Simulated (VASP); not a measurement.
```
CELL_PARAMETERS angstrom
      3.04980     0.00000     0.00000
      0.00000     3.04980     0.00000
      0.00000     0.00000     3.04980
ATOMIC_POSITIONS crystal
  Al 0.50000 0.50000 0.50000
  Ru 0.00000 0.00000 0.00000
```

Computed with PBE GGA, VASP's PBE PAW potentials (set 64) (plane waves; VASP). Numerical set-up: ADDGRID = .TRUE., 400 eV cut-off, 11×11×11 Γ-centred mesh, first-order Methfessel-Paxton smearing of 0.10 eV, potentials Al Ru_pv.

Question: Estimate the energy per atom (σ→0), pressure, band gap (on the k-mesh) with the smallest direct gap where there is one.

Answer: 
```json
{
  "band gap (on the k-mesh)": "none (metal, semimetal or under 0.01 eV)",
  "energy per atom (σ→0)": "-7107 meV/atom",
  "pressure": "-8.87 GPa"
}
```

The absolute energy has meaning only against runs of the same code, potentials and settings.

The compound is RuAl in the CsCl type structure. The cell was not relaxed at this level. The run is one of a series of settings (ADDGRID = .TRUE. against the base run), some of them coarse on purpose. The electron count is odd and the run is not spin-polarised, which forces a metal.
